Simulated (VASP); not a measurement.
An input for Ansatz (written as the equivalent of a VASP run, and not itself run):

Ansatz 0.2 input:
```yaml
crystal:
  lattice:
    - [3.7247450, 0.0000000, 0.0000000]
    - [-1.8623720, 3.2257240, 0.0000000]
    - [0.0000000, 0.0000000, 5.8317100]
  atoms:
    - { symbol: Pt, position: [0.0000000, 0.0000000, 0.0000000] }
    - { symbol: Se, position: [0.6666670, 0.3333330, 0.7746100] }
    - { symbol: Se, position: [0.3333330, 0.6666670, 0.2253900] }
kpoints:
  mp_grid: { grid: [7, 7, 4] }
hamiltonian:
  xc: pbe0
  pseudopotentials: { kind: paw }
scf:
  occupations: { method: gaussian, width: 0.01 }
  max_iter: 100
output: { forces: true, stress: true, eigenvalues: true }
```

Task: Translate this input to VASP (INCAR, KPOINTS, POSCAR, choice of POTCAR).

Result: Several could match; the one computed here: 
**INCAR**
```
SYSTEM = PtSe2
PREC = Accurate; ENCUT = 300; LREAL = .FALSE.
LASPH = .TRUE.; ISYM = 3
EDIFF = 1E-6; NELM = 100; ALGO = Normal
LMAXMIX = 6
ISMEAR = 0; SIGMA = 0.01
GGA = PE; LHFCALC = .TRUE.; AEXX = 0.25
HFRCUT = -1; PRECFOCK = Fast
ISIF = 2
LWAVE = .FALSE.; LCHARG = .FALSE.
```

File KPOINTS:
```
Automatic mesh
0
Gamma
7 7 4
0 0 0
```

### POSCAR
```
PtSe2
1
    3.7247450000     0.0000000000     0.0000000000
   -1.8623720000     3.2257240000     0.0000000000
    0.0000000000     0.0000000000     5.8317100000
Pt Se
1 2
Direct
  0.0000000000   0.0000000000   0.0000000000
  0.6666670000   0.3333330000   0.7746100000
  0.3333330000   0.6666670000   0.2253900000
```

POTCAR, in this order: Pt Se (PBE.64 set). Program: vasp_std.

Limits of the translation: each code has its own PAW files, so the cut-off isn't converted (ENCUT is set for VASP's; basis.ecutwfc is left out, and Ansatz then takes the one that its files recommend); Ansatz stops its SCF on the density residual and VASP on the energy change (EDIFF).

The structure comes from a computed database's PtSe2 entry; how it stands against other phases isn't given here. The cell was not relaxed at this level. The run is one of a series of settings (HFRCUT = -1, HFSCREEN removed against the base run), some of them coarse on purpose.
